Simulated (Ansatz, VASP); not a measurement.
This is a calculation of RbGeN for Ansatz 0.2.0.

input.yaml

```yaml
crystal:
  lattice:
    - [-2.53485, 2.53485, 6.38172]
    - [2.53485, -2.53485, 6.38172]
    - [2.53485, 2.53485, -6.38172]
  atoms:
    - { symbol: Rb, position: [0.55039, 0.55039, 0.0] }
    - { symbol: Rb, position: [0.30039, 0.80039, 0.5] }
    - { symbol: Ge, position: [0.02994, 0.02994, 0.0] }
    - { symbol: Ge, position: [0.77994, 0.27994, 0.5] }
    - { symbol: "N", position: [0.16558, 0.16558, 0.0] }
    - { symbol: "N", position: [0.91558, 0.41558, 0.5] }
hamiltonian:
  xc: pbe
  pseudopotentials: { kind: paw }
kpoints:
  mp_grid: { grid: [6, 6, 6] }
scf:
  occupations: { method: fermi_dirac, width: 0.05 }
output:
  forces: true
  stress: true
  eigenvalues: true
relax:
  f_tol: 0.01
  max_steps: 40
  cell: { stress_tol: 0.05 }
```

Potentials or basis: Ansatz PAW.

Run with:

```console
$ ansatz run input.yaml --threads 2 --pin off --max-ram 5632MiB --backend cpu --events-out ev --progress --plain --runs-dir out
```

Q: Translate it to VASP 6.6.1. Potentials there: VASP PAW PBE potentials, release 64 (Rb_sv, Ge_d, N).

A: As run (the cutoff follows the program's own potentials):

The input INCAR:

```
PREC     = Accurate       # precision mode
ENCUT    = 600            # plane-wave cutoff, eV
EDIFF    = 1E-6           # SCF threshold, eV
ISMEAR   = -1             # smearing method
SIGMA    = 0.05           # smearing width, eV
LREAL    = F              # projectors in reciprocal space
LASPH    = T              # aspherical terms in the spheres
NELM     = 60             # most SCF steps
ALGO     = Normal         # electronic algorithm
ISIF     = 3              # what is computed and relaxed
LWAVE    = F              # write WAVECAR
LCHARG   = F              # write CHGCAR
GGA      = PE             # functional
IBRION   = 2              # ionic algorithm
NSW      = 60             # ionic steps
EDIFFG   = -0.02          # ionic threshold
PSTRESS  = 0
```

Contents of KPOINTS:

```
Automatic mesh
0
Gamma
  6 6 6
```

The input POSCAR:

```
RbGeN
1.0
   -2.5348500000      2.5348500000      6.3817200000
    2.5348500000     -2.5348500000      6.3817200000
    2.5348500000      2.5348500000     -6.3817200000
Rb Ge N
2 2 2
Direct
    0.5503900000      0.5503900000      0.0000000000
    0.3003900000      0.8003900000      0.5000000000
    0.0299400000      0.0299400000      0.0000000000
    0.7799400000      0.2799400000      0.5000000000
    0.1655800000      0.1655800000      0.0000000000
    0.9155800000      0.4155800000      0.5000000000
```

Potentials or basis: VASP PAW PBE potentials, release 64 (Rb_sv, Ge_d, N).

Run with:

```console
$ cat potpaw_PBE.64/Rb_sv/POTCAR potpaw_PBE.64/Ge_d/POTCAR potpaw_PBE.64/N/POTCAR > POTCAR
$ mpirun -np 1 vasp_std > vasp.out
```

Both were run:

|  | VASP | Ansatz | Ansatz less VASP |
| --- | --- | --- | --- |
| gap on the k mesh at the Fermi level, each at its own relaxed structure (eV) | 1.47 | 1.46 | -0.006 |
| relaxed volume (Å³/atom) | 27.31 | 27.34 | +0.025 |
| relaxed cell length with the largest relative difference (Å) | 7.315 | 7.320 | +0.0047 |

Caveats: the plane-wave basis is chosen anew once the cell has moved, so the energies of steps on either side of that aren't comparable (Ansatz). A k mesh can miss the band edges. Expect the measured gap to be larger: semilocal functionals such as PBE lack the derivative discontinuity.
